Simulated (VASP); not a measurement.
```
Se
1.0
    2.18500    -3.78453     0.00000
    2.18500     3.78453     0.00000
    0.00000     0.00000     4.95000
Se
3
Direct
  0.00000   0.22500   0.66667
  0.77500   0.77500   0.00000
  0.22500   0.00000   0.33333
```

These are LDA (Ceperley-Alder, Perdew-Zunger), VASP's LDA PAW potentials (set 64) (plane waves; VASP) values and carry that method's errors. Run with 520 eV cut-off, 6×6×5 Γ-centred mesh, Gaussian smearing of 0.050 eV, potentials Se.

Energy and stress use the plane-wave basis of the starting cell.

Problem. The ions, cell shape and volume are relaxed. Which structure does the run end with?

Solution. 
```
Se
1.0
    1.97740    -3.42495     0.00000
    1.97740     3.42495     0.00000
    0.00000     0.00000     5.11814
Se
3
Direct
  0.00000   0.25559   0.66667
  0.74441   0.74441   0.00000
  0.25559   0.00000   0.33333
```
Space group P3_121 (152), at a tolerance of 0.03 Å.

Problem. How do energy and volume change from the first to the last step?

Solution. The energy (σ→0) changes by -51.3 meV/atom and the volume by -15.3 %, in 17 ionic steps.

The compound is Se in the trig structure. This run relaxes it. Symmetry was kept, so distortions that lower it aren't found.
